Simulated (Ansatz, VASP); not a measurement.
# Cross-check of Hf2Si11O26 between VASP and Ansatz

Wanted: the spread between two codes on one cell, functional and k mesh. The structure shown is the start of the Ansatz relaxation below; VASP solves that cell, so the two are compared at the walk's first step.

Method: plane waves, with VASP 6.6.1 beside it; single point at PBE, in Ansatz 0.2.0.

## 1. Starting point

The cell holds 39 atoms: 2 Hf, 11 Si and 26 O. Its edges and angles: a = 7.914 Å, b = 7.914 Å, c = 7.914 Å, α = 90.0°, β = 90.0°, γ = 90.0°.

## 2. Ansatz: relaxation, PBE

Ansatz runs on its PAW soft_1 files.

The two programs are compared at the cell with which this relaxation starts, whose forces are those of its first step.

input.yaml reads:

```yaml
crystal:
  lattice:
    - [7.9135656745, 0.0, 0.0]
    - [0.0, 7.9135656745, 0.0]
    - [0.0, 0.0, 7.9135656745]
  atoms:
    - { symbol: Hf, position: [0.303812, 0.710681, 0.724852] }
    - { symbol: Hf, position: [0.832009, 0.281369, 0.200885] }
    - { symbol: Si, position: [0.797933, 0.560972, 0.463107] }
    - { symbol: Si, position: [0.082562, 0.372057, 0.552712] }
    - { symbol: Si, position: [0.966131, 0.893756, 0.355721] }
    - { symbol: Si, position: [0.82221, 0.21832, 0.821735] }
    - { symbol: Si, position: [0.242872, 0.396751, 0.030989] }
    - { symbol: Si, position: [0.713785, 0.580089, 0.852059] }
    - { symbol: Si, position: [0.973069, 0.871729, 0.959481] }
    - { symbol: Si, position: [0.448617, 0.106234, 0.820091] }
    - { symbol: Si, position: [0.505828, 0.965408, 0.163233] }
    - { symbol: Si, position: [0.279931, 0.046257, 0.479066] }
    - { symbol: Si, position: [0.478607, 0.594915, 0.300598] }
    - { symbol: O, position: [0.128371, 0.914863, 0.473031] }
    - { symbol: O, position: [0.43927, 0.656994, 0.487583] }
    - { symbol: O, position: [0.660914, 0.484617, 0.323357] }
    - { symbol: O, position: [0.372739, 0.015286, 0.307364] }
    - { symbol: O, position: [0.451711, 0.968664, 0.966986] }
    - { symbol: O, position: [0.012849, 0.850561, 0.159368] }
    - { symbol: O, position: [0.849595, 0.745161, 0.422299] }
    - { symbol: O, position: [0.542426, 0.767578, 0.205858] }
    - { symbol: O, position: [0.382943, 0.002969, 0.652003] }
    - { symbol: O, position: [0.143359, 0.551886, 0.592717] }
    - { symbol: O, position: [0.221257, 0.238634, 0.500418] }
    - { symbol: O, position: [0.763449, 0.537589, 0.655567] }
    - { symbol: O, position: [0.771642, 0.394397, 0.953641] }
    - { symbol: O, position: [0.347119, 0.263588, 0.901401] }
    - { symbol: O, position: [0.627385, 0.125594, 0.167257] }
    - { symbol: O, position: [0.964159, 0.275109, 0.69459] }
    - { symbol: O, position: [0.825886, 0.732776, 0.917258] }
    - { symbol: O, position: [0.635527, 0.17, 0.765607] }
    - { symbol: O, position: [0.888851, 0.076213, 0.355104] }
    - { symbol: O, position: [0.940966, 0.420187, 0.404266] }
    - { symbol: O, position: [0.88394, 0.061737, 0.932748] }
    - { symbol: O, position: [0.123965, 0.8689, 0.83515] }
    - { symbol: O, position: [0.077872, 0.301727, 0.100676] }
    - { symbol: O, position: [0.355192, 0.477585, 0.192777] }
    - { symbol: O, position: [0.195787, 0.553045, 0.922139] }
    - { symbol: O, position: [0.523564, 0.621272, 0.839622] }
  symmetry: { detect: false }
kpoints:
  mp_grid: { grid: [2, 2, 2] }
scf:
  occupations: { method: fermi_dirac, width: 0.05 }
hamiltonian:
  xc: pbe
  pseudopotentials: { kind: paw, azcp: { folder: soft_1 } }
output:
  forces: true
  stress: true
relax:
  f_tol: 0.04
  max_steps: 150
  escape_saddle: false
  cell: { stress_tol: 0.4, fix: [] }
```

Launch:

```
> ansatz run input.yaml --threads 4 --pin off --max-ram 16384MiB --backend cpu --events-out ev --progress --plain --runs-dir out
```

Numbers of over 12 decimals in the logs are rounded to 6 here.

The program printed:

```text
Engine: ansatz 0.2.0, aarch64-unknown-linux-gnu
Pseudopotentials: kind: paw
Pseudopotential: Hf, paw, valence charge 26, recommended cutoff 420 eV (normal), soft_1/Hf.paw.azcp
Pseudopotential: Si, paw, valence charge 4, recommended cutoff 420 eV (normal), soft_1/Si.paw.azcp
Pseudopotential: O, paw, valence charge 6, recommended cutoff 420 eV (normal), soft_1/O.paw.azcp
Functional definition: PBE
  parameter kappa = 0.804
  parameter beta = 0.066725
  exchange = pbe_x(kappa = kappa, mu = beta*pi^2/3)
  correlation = pbe_c(beta = beta)
Crystal: 39 atoms, lattice volume = 495.583 Å³
Basis set: ecut = 420 eV, 9771 PW (Γ), exchange–correlation on 108×108×108 points (8 copies of the dense FFT grid, shifted against one another)
Bands: 165, of which v1, the nominal top of the filled ones, is band 126 counted from 1 (125 counted from 0)
Symmetry: 1 space group operations
k-points: 8
Non-local potential: Hf, projectors of the file, l = 0: 3, l = 1: 2, l = 2: 2, l = 3: 3
Non-local potential: Si, projectors of the file, l = 0: 2, l = 1: 2, l = 2: 1
Non-local potential: O, projectors of the file, l = 0: 2, l = 1: 2, l = 2: 1
PAW form: soft (Blöchl's): semilocal exchange-correlation on the pseudo side does not see the compensation charge
PAW one-centre angular grid: Hf, 590 points (default); XC on 64 Gauss nodes
PAW one-centre angular grid: Si, 110 points (default); XC on 64 Gauss nodes
PAW one-centre angular grid: O, 110 points (default); XC on 64 Gauss nodes
Initial density: superposition of atomic densities (chi_scale 0.1, normalization cell, long waves kept (reshape's long-wave potential 0.26 eV rms))
Initial wavefunctions: pseudopotential atomic-orbital guess
Functional: x = pbe(κ = 0.804, μ = 0.219515), c = pbe(β = 0.066725)
SCF iter   1: F=—  HF=-53270.064420 eV  |F-HF|=—  |Δ(HF+E_count)|=         —  Δρ=1.28e-1  dr2=1.34e2  ethr=3.10e-3  ⟨swp⟩=6.0  Hψ=5733  notcnv=0  defer=62
preconditioner: auto → Resta (q_TF=auto, 2.437 Å⁻¹)  ε∞=3.2  [insulator: Δε(μ)=0.593 eV  Ē_g=17.236 eV  σ=0.050 eV  W_gap=0.99  n_scr=122 (ndim 8)  ℏωp=25.6 eV  f_vac=0.062  D(μ)=0.12/eV (n_scr^D=0)  ε∞_Penn≈3.2]
SCF iter   2: F=—  HF=-53236.598602 eV  |F-HF|=—  |Δ(HF+E_count)|=    3.35e1  Δρ=4.74e-2  dr2=1.21e1  ethr=3.10e-3  ⟨swp⟩=4.0  Hψ=3548  notcnv=0  defer=212
SCF iter   3: F=—  HF=-53233.104057 eV  |F-HF|=—  |Δ(HF+E_count)|=    3.49e0  Δρ=3.02e-2  dr2=3.22e0  ethr=3.10e-3  ⟨swp⟩=3.2  Hψ=2160  notcnv=0  defer=212
SCF iter   4: F=—  HF=-53232.368900 eV  |F-HF|=—  |Δ(HF+E_count)|=   7.35e-1  Δρ=1.28e-2  dr2=6.39e-1  ethr=1.28e-3  ⟨swp⟩=3.0  Hψ=2638  notcnv=0  defer=247
SCF iter   5: F=—  HF=-53232.476397 eV  |F-HF|=—  |Δ(HF+E_count)|=   1.07e-1  Δρ=3.66e-3  dr2=7.15e-2  ethr=2.54e-4  ⟨swp⟩=3.5  Hψ=2203  notcnv=0  defer=247
SCF iter   6: F=—  HF=-53232.478923 eV  |F-HF|=—  |Δ(HF+E_count)|=   2.53e-3  Δρ=2.61e-3  dr2=2.47e-2  ethr=2.84e-5  ⟨swp⟩=2.0  Hψ=2491  notcnv=0  defer=247
SCF iter   7: F=—  HF=-53232.473010 eV  |F-HF|=—  |Δ(HF+E_count)|=   5.91e-3  Δρ=5.12e-4  dr2=1.63e-3  ethr=9.80e-6  ⟨swp⟩=2.0  Hψ=2102  notcnv=0  defer=247
SCF iter   8: F=—  HF=-53232.475591 eV  |F-HF|=—  |Δ(HF+E_count)|=   2.58e-3  Δρ=4.54e-4  dr2=8.23e-4  ethr=6.48e-7  ⟨swp⟩=2.0  Hψ=2089  notcnv=0  defer=247
SCF iter   9: F=—  HF=-53232.475411 eV  |F-HF|=—  |Δ(HF+E_count)|=   1.80e-4  Δρ=8.27e-5  dr2=4.03e-5  ethr=3.26e-7  ⟨swp⟩=2.0  Hψ=2081  notcnv=0  defer=247
SCF iter  10: F=—  HF=-53232.476342 eV  |F-HF|=—  |Δ(HF+E_count)|=   9.31e-4  Δρ=4.20e-5  dr2=9.24e-6  ethr=1.60e-8  ⟨swp⟩=2.0  Hψ=2172  notcnv=0  defer=247
SCF iter  11: F=—  HF=-53232.476345 eV  |F-HF|=—  |Δ(HF+E_count)|=   3.26e-6  Δρ=2.88e-5  dr2=3.69e-6  ethr=3.67e-9  ⟨swp⟩=2.0  Hψ=2107  notcnv=0  defer=247
SCF iter  12: F=—  HF=-53232.476346 eV  |F-HF|=—  |Δ(HF+E_count)|=   1.41e-6  Δρ=8.04e-6  dr2=3.46e-7  ethr=1.46e-9  ⟨swp⟩=2.0  Hψ=2081  notcnv=0  defer=247
SCF iter  13: F=—  HF=-53232.476347 eV  |F-HF|=—  |Δ(HF+E_count)|=   2.79e-7  Δρ=4.81e-6  dr2=1.07e-7  ethr=3.97e-11  ⟨swp⟩=5.0  Hψ=4608  notcnv=0
SCF iter  14: F=-53232.476347 eV  HF=-53232.476347 eV  |F-HF|=1.79e-8  |Δ(HF+E_count)|=   3.95e-8  Δρ=2.00e-6  dr2=2.06e-8  ethr=3.97e-11  ⟨swp⟩=4.1  Hψ=4155  notcnv=0
SCF 1 converged in 14 iterations: F = -53232.476347 eV  dr2 = 2.06e-8
  greatest PAW one-centre occupation: 0.999 electrons in one spin orbital (limit 2), on the Hf atom at site 0 (counted from 0), in its partial waves of l = 0
relax step   1: F+E_penalty+E_count = -53232.47634661 eV  Δ(F+E_penalty+E_count) = +0.000e0 eV  max|allowed force component| = 2.650e0 eV/Å  Δτ_max = 0.0000 Å  P = +5.400 GPa  Ω = 495.583 Å³  (14 SCF iters, dr2 threshold 1.00e-7 eV, accepted)
[...]
relax step   9: F+E_penalty+E_count = -53234.97302360 eV  Δ(F+E_penalty+E_count) = -1.399e-3 eV  max|allowed force component| = 2.072e-2 eV/Å  Δτ_max = 0.0158 Å  P = +0.028 GPa  Ω = 508.075 Å³  energy of the carried Pulay correction = -2.378e-3 eV  (7 SCF iters, dr2 threshold 6.46e-7 eV, accepted)
[...]
relax step  10: F+E_penalty+E_count = -53234.97546762 eV  Δ(F+E_penalty+E_count) = -2.444e-3 eV  max|allowed force component| = 2.073e-2 eV/Å  Δτ_max = 0.0000 Å  P = +0.031 GPa  Ω = 508.075 Å³  stress off target by 4.41e-2 GPa  SCF on the basis re-selected at this cell (its energy is not comparable with the rows above)  (4 SCF iters)
basis re-selected at this cell: Δ(F+E_penalty+E_count) = -2.444e-3 eV, ΔP = +0.002 GPa vs the last step (what re-selecting the basis moved, of the pressure what is left beyond the Pulay correction that the steps carried, after the strain that the cell walked since its last selection, with what the two solves' SCF thresholds leave and, on support functions, any second-order correction that the steps lacked; it is no m [...]
SCF converged after 4 iterations
Free energy (F): -53234.975468 eV
Harris-Foulkes:  -53234.975468 eV  (|F-HF|=9.79e-9)
Internal energy: -53234.975468 eV  (E = F + TS)
E sigma→0 (E₀):  -53234.975468 eV
Fermi energy:    6.601096 eV
--- Per-component energies (eV) ---
  E_band       = -1333.935520
  E_kinetic    = 5741.759304
  E_local      = -32487.614065  (includes V_loc(G=0)·N_el)
  E_nonlocal   = 1726.795449
  E_hartree    = 14202.025055
  E_xc         = -3024.563182
  E_vxc        = -3422.663326  (∫ρ·V_xc dr)
  E_paw        = -25279.159007  (= ΣΔE_a)
  E_vpaw       = -1296.284734  (= ΣTr[D̂ρ^β])
  E_aug_tail   = 0.021410  (compensation charges beyond the density's cutoff)
  E_ewald      = -14114.240432
  E_smearing   = -0.000000  (= −TS)
  E_closure    = 0.000000  (closes the sum)
  Σ components = -53234.975468   (vs F -53234.975468, Δ=0.00e0)
--- Forces (eV/Å), atoms counted from 1 ---
  atom   1  Hf    -0.00660358     0.01251240     0.00039750
  atom   2  Hf     0.00024521     0.00074066     0.00275051
  atom   3  Si     0.00045623     0.01305259     0.00957818
  atom   4  Si    -0.01364795     0.00115321    -0.01081038
  atom   5  Si    -0.00225174    -0.00326506     0.01059755
  atom   6  Si    -0.01420125    -0.01051274     0.00359712
  atom   7  Si     0.00903286    -0.00183317    -0.00098047
  atom   8  Si    -0.00584576     0.00640360    -0.02073223
  atom   9  Si    -0.00612119    -0.00253437     0.00338038
  atom  10  Si    -0.00118846     0.00121449     0.00475571
  atom  11  Si    -0.00455058    -0.00619380    -0.00662735
  atom  12  Si     0.00923907     0.00144768    -0.00589145
  atom  13  Si    -0.01322397     0.00561540     0.00505690
  atom  14  O     -0.01058247    -0.00587834    -0.00157702
  atom  15  O      0.00484997    -0.00075912     0.00313773
  atom  16  O      0.00405410    -0.00976792    -0.00060350
  atom  17  O      0.00926510     0.00270744     0.00512618
  atom  18  O      0.00688180     0.00088111     0.00751366
  atom  19  O      0.00017470     0.00380351    -0.00610392
  atom  20  O      0.00152459    -0.00190857    -0.00085991
  atom  21  O     -0.00051905    -0.00165260    -0.00091103
  atom  22  O     -0.00107112    -0.01049262    -0.00552223
  atom  23  O      0.00471470     0.00785092     0.00624330
  atom  24  O      0.00188625    -0.00049751    -0.00092375
[...]
atom  32  O     -0.00329652    -0.00421876    -0.00066676
  atom  33  O      0.00644593    -0.00094073     0.00229674
  atom  34  O      0.00210351     0.00017653    -0.00785286
  atom  35  O     -0.00014612    -0.01102047    -0.00587922
  atom  36  O      0.00996350     0.00478380    -0.00285905
  atom  37  O     -0.00677784    -0.00031197     0.00097423
  atom  38  O      0.00675053     0.00575503    -0.00886921
  atom  39  O     -0.00581403    -0.00420232     0.00449417
  max |Σ_I F_I| component: 8.13e-6 eV/Å
--- Stress (GPa, compression-positive) ---
        0.036375      -0.010735       0.008142
       -0.010738       0.027126       0.007285
        0.008140       0.007277       0.028048
  P = ⅓ Tr σ = 0.0305 GPa (0.305 kbar)
--- Relaxed structure (8 steps of the walk, 8 accepted, 2 SCFs on fresh bases) ---
  F+E_penalty+E_count = -53234.97546762 eV   max|allowed force component| = 2.073e-2 eV/Å   (the final SCF, on the basis selected at the relaxed cell)
  cell:  # Å, volume = 508.0750 Å³
    - [8.238255, -0.037405, 0.094463]
    - [-0.037405, 7.689358, -0.146638]
    - [0.094463, -0.146638, 8.024561]
  atoms:
    - { symbol: Hf, position: [0.293826, 0.689374, 0.741897] }
    - { symbol: Hf, position: [0.853637, 0.267512, 0.189355] }
    - { symbol: Si, position: [0.801873, 0.572309, 0.452628] }
    - { symbol: Si, position: [0.059399, 0.355891, 0.561569] }
    - { symbol: Si, position: [0.985605, 0.899117, 0.333464] }
    - { symbol: Si, position: [0.802886, 0.215049, 0.819397] }
    - { symbol: Si, position: [0.251074, 0.408837, 0.044127] }
    - { symbol: Si, position: [0.706735, 0.589842, 0.838711] }
    - { symbol: Si, position: [0.970843, 0.878074, 0.948259] }
    - { symbol: Si, position: [0.439453, 0.104375, 0.832637] }
    - { symbol: Si, position: [0.511487, 0.967649, 0.167685] }
    - { symbol: Si, position: [0.280685, 0.039715, 0.483096] }
    - { symbol: Si, position: [0.480441, 0.592059, 0.311155] }
    - { symbol: O, position: [0.143450, 0.887719, 0.452452] }
    - { symbol: O, position: [0.417818, 0.643702, 0.496618] }
    - { symbol: O, position: [0.667857, 0.487187, 0.321384] }
    - { symbol: O, position: [0.393882, 0.042430, 0.318947] }
    - { symbol: O, position: [0.431360, 0.962413, 0.978888] }
    - { symbol: O, position: [0.028179, 0.849631, 0.139080] }
    - { symbol: O, position: [0.848717, 0.768016, 0.409599] }
    - { symbol: O, position: [0.539985, 0.762670, 0.205148] }
    - { symbol: O, position: [0.369245, -0.00248811, 0.661908] }
    - { symbol: O, position: [0.126075, 0.529880, 0.645881] }
    - { symbol: O, position: [0.207916, 0.233856, 0.500671] }
    - { symbol: O, position: [0.763643, 0.547722, 0.645052] }
    - { symbol: O, position: [0.769642, 0.401544, 0.931785] }
    - { symbol: O, position: [0.341943, 0.274583, 0.900232] }
    - { symbol: O, position: [0.654995, 0.111715, 0.162287] }
    - { symbol: O, position: [0.931043, 0.238866, 0.669074] }
    - { symbol: O, position: [0.814979, 0.747978, 0.917601] }
    - { symbol: O, position: [0.625713, 0.145175, 0.764305] }
    - { symbol: O, position: [0.919941, 0.095206, 0.344358] }
    - { symbol: O, position: [0.947643, 0.429356, 0.402463] }
    - { symbol: O, position: [0.890963, 0.084491, 0.949696] }
    - { symbol: O, position: [0.113234, 0.867488, 0.811755] }
    - { symbol: O, position: [0.079796, 0.322854, 0.106528] }
    - { symbol: O, position: [0.373933, 0.451135, 0.201727] }
    - { symbol: O, position: [0.219899, 0.587216, 0.954980] }
    - { symbol: O, position: [0.518312, 0.625323, 0.836918] }
```

(Part 1 of 2 ends here.)

[Lines on the potential files, build, host, timing and source positions are cut from VASP's logs without a mark.]

[Logs are printed without paths, hosts, clocks, repeated set-up lines and the standing remarks that a program may print on its own settings, such as how far it seeks lower states.]

[Hosts, paths, dates, database ids (printed as entryN), source tags and the programs' standing remarks are cut or masked in the printed files.]
